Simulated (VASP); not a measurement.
These are PW91 GGA, VASP's PBE PAW potentials (set 64) (plane waves; VASP) values and carry that method's errors.

A VASP calculation is set up with these files.

### INCAR
```
# general
SYSTEM =FeAl
PREC   =Accurate
ENCUT  =520
LREAL  =.False.
LASPH  =.True.

# electronic loop
EDIFF  =1E-7
NELM   =100
ALGO   =Normal
LMAXMIX=4

# smearing
ISMEAR =1
SIGMA  =0.1

# functional
GGA    =91

# ions
ISIF   =2

# output
LWAVE  =.False.
LCHARG =.False.
```

**KPOINTS**
```
Automatic mesh
0
Gamma
13 13 13
0 0 0
```

POSCAR:
```
FeAl
1
    2.8099759975     0.0000000000     0.0000000000
    0.0000000000     2.8099759975     0.0000000000
    0.0000000000     0.0000000000     2.8099759975
Al Fe
1 1
Direct
  0.5000000000   0.5000000000   0.5000000000
  0.0000000000   0.0000000000   0.0000000000
```

POTCAR, in this order: Al Fe (PBE.64 set). Program: vasp_std.

Output of the run:

OSZICAR:
```
       N       E                     dE             d eps       ncg     rms          rms(c)
DAV:   1     0.319182946763E+02    0.31918E+02   -0.51644E+03  1520   0.125E+03
DAV:   2    -0.131863311343E+02   -0.45105E+02   -0.43162E+02  1521   0.182E+02
DAV:   3    -0.143153360159E+02   -0.11290E+01   -0.11071E+01  1802   0.388E+01
DAV:   4    -0.143362435572E+02   -0.20908E-01   -0.20885E-01  1899   0.474E+00
DAV:   5    -0.143366929243E+02   -0.44937E-03   -0.44935E-03  1900   0.625E-01    0.141E+01
DAV:   6    -0.157284905988E+02   -0.13918E+01   -0.63982E+01  1711   0.129E+02    0.157E+01
DAV:   7    -0.125439240718E+02    0.31846E+01   -0.30209E+01  1672   0.796E+01    0.245E+00
DAV:   8    -0.125080436739E+02    0.35880E-01   -0.19777E-01  1743   0.591E+00    0.128E+00
DAV:   9    -0.124950263817E+02    0.13017E-01   -0.35695E-02  1894   0.288E+00    0.299E-01
DAV:  10    -0.124947550486E+02    0.27133E-03   -0.86416E-04  2010   0.436E-01    0.160E-01
DAV:  11    -0.124947438689E+02    0.11180E-04   -0.22486E-05  1704   0.477E-02    0.126E-02
DAV:  12    -0.124947435425E+02    0.32643E-06   -0.45911E-06  2131   0.324E-02    0.479E-03
DAV:  13    -0.124947435176E+02    0.24853E-07   -0.84353E-08   837   0.368E-03
   1 F= -.12494744E+02 E0= -.12494497E+02  d E =-.740932E-03
```

**OUTCAR**
```
------------------------ aborting loop because EDIFF is reached ----------------------------------------
  FORCE on cell =-STRESS in cart. coord.  units (eV):
  Direction    XX          YY          ZZ          XY          YZ          ZX
  --------------------------------------------------------------------------------------
  Total        1.7783599      1.7783599      1.7783599     -0.0000000     -0.0000000     -0.0000000
  in kB      128.4169689    128.4169689    128.4169689     -0.0000000     -0.0000000     -0.0000000
  external PRESSURE =     128.4169689 kB  Pullay stress =       0.0000000 kB
  volume of cell :       22.19
      direct lattice vectors                 reciprocal lattice vectors
     2.809975998  0.000000000  0.000000000     0.355874926  0.000000000  0.000000000
     0.000000000  2.809975998  0.000000000     0.000000000  0.355874926  0.000000000
     0.000000000  0.000000000  2.809975998     0.000000000  0.000000000  0.355874926
 POSITION                                       TOTAL-FORCE (eV/Angst)
 -----------------------------------------------------------------------------------
      1.40499      1.40499      1.40499         0.000000      0.000000      0.000000
      0.00000      0.00000      0.00000         0.000000      0.000000      0.000000
 -----------------------------------------------------------------------------------
    total drift:                               -0.000000      0.000000      0.000000
  FREE ENERGIE OF THE ION-ELECTRON SYSTEM (eV)
  ---------------------------------------------------
  free  energy   TOTEN  =       -12.4947435176 eV

  energy  without entropy=      -12.4940025857  energy(sigma->0) =      -12.49449654
```
(Selected blocks of OUTCAR.)

The compound is FeAl in the CsCl type structure. This cell is one point of a volume scan, at 0.94 of the reference volume. The run is not spin-polarised, so no magnetic state was tried. The electron count is odd and the run is not spin-polarised, which forces a metal.
